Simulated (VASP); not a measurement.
Data:

```
CELL_PARAMETERS angstrom
      4.58900    -2.40368     0.00031
      4.58900     2.40368     0.00031
      3.32969     0.00000     3.96859
ATOMIC_POSITIONS crystal
  Al 0.85215 0.85215 0.85215
  Al 0.35215 0.35215 0.35215
  Al 0.14785 0.14785 0.14785
  Al 0.64785 0.64785 0.64785
  O  0.44382 0.05618 0.75000
  O  0.05618 0.75000 0.44382
  O  0.55618 0.94382 0.25000
  O  0.25000 0.55618 0.94382
  O  0.94382 0.25000 0.55618
  O  0.75000 0.44382 0.05618
```

These are PBE GGA, VASP's PBE PAW potentials (set 64) (plane waves; VASP) values and carry that method's errors. Settings: 520 eV cut-off, Gaussian smearing of 0.050 eV, potentials Al O.

Task: Give the energies of bands 13 to 26 at the high-symmetry points, in eV from the valence-band maximum.

Result: 
```json
[
 {"band": "13", "Γ": "-4.16", "T": "-4.01", "H2": "-3.42", "L": "-3.31", "S0": "-3.62", "F": "-3.67"},
 {"band": "14", "Γ": "-3.18", "T": "-4.01", "H2": "-3.42", "L": "-3.31", "S0": "-2.92", "F": "-3.16"},
 {"band": "15", "Γ": "-2.90", "T": "-2.18", "H2": "-2.05", "L": "-2.13", "S0": "-2.62", "F": "-2.46"},
 {"band": "16", "Γ": "-1.38", "T": "-2.18", "H2": "-2.05", "L": "-2.13", "S0": "-1.97", "F": "-2.24"},
 {"band": "17", "Γ": "-1.38", "T": "-1.92", "H2": "-1.80", "L": "-1.49", "S0": "-1.58", "F": "-1.68"},
 {"band": "18", "Γ": "-1.23", "T": "-1.92", "H2": "-1.80", "L": "-1.49", "S0": "-1.44", "F": "-1.47"},
 {"band": "19", "Γ": "-1.23", "T": "-1.92", "H2": "-1.13", "L": "-1.28", "S0": "-1.23", "F": "-1.30"},
 {"band": "20", "Γ": "-0.46", "T": "-1.92", "H2": "-1.13", "L": "-1.28", "S0": "-1.05", "F": "-1.25"},
 {"band": "21", "Γ": "-0.46", "T": "-0.35", "H2": "-0.80", "L": "-0.86", "S0": "-0.84", "F": "-0.97"},
 {"band": "22", "Γ": "-0.03", "T": "-0.35", "H2": "-0.80", "L": "-0.86", "S0": "-0.80", "F": "-0.87"},
 {"band": "23", "Γ": "-0.03", "T": "-0.35", "H2": "-0.47", "L": "-0.25", "S0": "-0.53", "F": "-0.70"},
 {"band": "24", "Γ": "0.00", "T": "-0.35", "H2": "-0.47", "L": "-0.25", "S0": "-0.26", "F": "-0.23"},
 {"band": "25", "Γ": "5.86", "T": "8.36", "H2": "9.41", "L": "9.14", "S0": "9.18", "F": "9.36"},
 {"band": "26", "Γ": "8.91", "T": "8.36", "H2": "9.41", "L": "9.14", "S0": "9.25", "F": "9.49"}
]
```

The gap is direct, 5.86 eV, from the valence maximum at Γ to the conduction minimum at Γ.

The compound is Al2O3 in the corundum structure. It was relaxed first.
